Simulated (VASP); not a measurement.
```
Hf
1.0
    1.57850    -2.73405     0.00000
    1.57850     2.73405     0.00000
    0.00000     0.00000     4.99157
Hf
2
Direct
  0.33333   0.66667   0.25000
  0.66667   0.33333   0.75000
```

Calculation: PBEsol GGA, VASP's PBE PAW potentials (set 64) (plane waves; VASP 6.6.1). Settings: 480 eV cut-off, 12×12×8 Γ-centred mesh, first-order Methfessel-Paxton smearing of 0.10 eV, potentials Hf_pv.

Each row applies one change to this cell, which was relaxed at other settings and keeps the small stress of the first row; at a fixed cut-off the stress holds a Pulay part, so it need not integrate to ΔE exactly. Stress is in GPa, positive when the cell is compressed.

| change | ΔE (meV/atom) | σxx | σyy | σzz | largest shear component, with its sign (GPa) | largest force (eV/Å) |
|---|---|---|---|---|---|---|
| none | 0.0 | -0.18 | -0.18 | 0.12 | 0.00 | 0.000 |
| isotropic strain of +0.5 % | 1.8 | -1.81 | -1.81 | -1.59 | 0.00 | 0.000 |
| uniaxial strain of +4.0 % along x | (withheld) | (withheld) | (withheld) | (withheld) | (withheld) | (withheld) |
| uniaxial strain of +4.0 % along z | 20.2 | -2.73 | -2.73 | -7.34 | 0.00 | 0.000 |
| uniaxial strain of -1.0 % along y | 1.1 | 0.57 | 1.81 | 0.83 | 0.00 | 0.028 |
| uniaxial strain of -1.0 % along z | 1.6 | 0.56 | 0.56 | 2.18 | 0.00 | 0.000 |
| isotropic strain of -0.5 % | 1.6 | 1.55 | 1.55 | 1.90 | 0.00 | 0.000 |
| atom 1 (Hf) moved by 0.075 Å along x | (withheld) | (withheld) | (withheld) | (withheld) | (withheld) | (withheld) |

Question: Fill in the missing entries.

Answer: 
- atom 1 (Hf) moved by 0.075 Å along x, ΔE (meV/atom): 2.6
- atom 1 (Hf) moved by 0.075 Å along x, σxx: -0.21
- atom 1 (Hf) moved by 0.075 Å along x, σyy: -0.21
- atom 1 (Hf) moved by 0.075 Å along x, σzz: 0.24
- atom 1 (Hf) moved by 0.075 Å along x, largest shear component, with its sign (GPa): 0.75
- atom 1 (Hf) moved by 0.075 Å along x, largest force (eV/Å): 0.148
- uniaxial strain of +4.0 % along x, ΔE (meV/atom): 19.4
- uniaxial strain of +4.0 % along x, σxx: -6.85
- uniaxial strain of +4.0 % along x, σyy: -2.80
- uniaxial strain of +4.0 % along x, σzz: -2.93
- uniaxial strain of +4.0 % along x, largest shear component, with its sign (GPa): 0.00
- uniaxial strain of +4.0 % along x, largest force (eV/Å): 0.104

Failed runs are left out, and for metals the shear rows, which the mesh's noise covers.

The compound is Hf in the hcp structure.
